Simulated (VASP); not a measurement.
Sb (space group Pm-3m): computed properties

Level of theory: SCAN meta-GGA, VASP's PBE PAW potentials (set 64) (plane waves; VASP).

* **space group**: Pm-3m (221)
* **cell**: a = b = c = 3.0832 Å, α = β = γ = 90.00°
* **volume per atom**: 29.31 Å³/atom
* **band gap (over mesh and band path)**: none (metal, semimetal or under 0.01 eV)
* **density**: 6.90 g/cm³

Sb has the cubic space group Pm-3m (No. 221), the simple cubic structure, Pearson symbol cP1. Lattice parameters: a = b = c = 3.0832 Å, α = β = γ = 90.00°. Sb on 1a is coordinated by 6 Sb at 3.083 Å (octahedral). (Neighbours: up to the widest gap in distance over summed covalent radii, below 1.35, at either atom.)

Unless said otherwise, spin-orbit coupling is left out, though it shifts the bands of the heavy elements here.

The structure comes from a measured Sb entry (Pm-3m) of the Crystallography Open Database, whose conditions weren't checked. It was relaxed first, which changed the volume by -7 %. Symmetry was kept, so distortions that lower it aren't found.
